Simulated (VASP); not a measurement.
Data:

```
CELL_PARAMETERS angstrom
     -1.79006     1.79006     1.79006
      1.79006    -1.79006     1.79006
      1.79006     1.79006    -1.79006
ATOMIC_POSITIONS crystal
  Cs 0.00000 0.00000 0.00000
```

Method: PBEsol GGA, VASP's PBE PAW potentials (set 64) (plane waves; VASP). Settings: 500 eV cut-off, 14×14×14 Γ-centred mesh, first-order Methfessel-Paxton smearing of 0.10 eV, potentials Cs_sv.

Unless said otherwise, spin-orbit coupling is left out, though it shifts the bands of the heavy elements here.

Q: Predict the energy per atom (σ→0), pressure, band gap (on the k-mesh) with the smallest direct gap where there is one.

A: 
```
Item                                                         Value
------------------------  ----------------------------------------
band gap (on the k-mesh)  none (metal, semimetal or under 0.01 eV)
energy per atom (σ→0)                                1.571 eV/atom
pressure                                                 45.02 GPa
```

The compound is Cs in the bcc structure. It was relaxed first under an external pressure of 45 GPa.
